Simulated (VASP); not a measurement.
Crystal: SiGeH6, in a box.

```
CELL_PARAMETERS angstrom
13.00000 0.00000 0.00000
0.00000 13.00000 0.00000
0.00000 0.00000 14.00000
ATOMIC_POSITIONS crystal
Si 0.45897 0.53295 0.43005
Ge 0.53946 0.47293 0.57203
H 0.35295 0.56916 0.45143
H 0.45327 0.44873 0.35840
H 0.51878 0.61972 0.38882
H 0.54634 0.55965 0.64645
H 0.64905 0.43472 0.55072
H 0.47800 0.38351 0.61579
```

Base run:

- Program: VASP 6.6.1
- Functional: HSE06
- Potentials or basis: VASP PAW PBE potentials, release 64 (Si, Ge_d, H)
- Cutoff: 520 eV
- k mesh: 1 × 1 × 1
- Occupations: gaussian, width 0.01 eV
- Spin: no spin polarisation

Its results: gap between the frontier levels 7.24 eV; largest force 0.185 eV/Å.

Q: The run is repeated on the same cell with these changes: functional from HSE06 to PBE; further incar settings from ALGO = Normal; EDIFF = 1e-07 to ALGO = Fast; EDIFF = 1e-06. What comes out?

A: Gap between the frontier levels 6.22 eV; largest force 0.122 eV/Å.

Caveats: the PAW data sets were made with another functional, which shifts forces and pressure a little (some runs).

A k mesh can miss the band edges.

Not every run made on this cell is shown here.
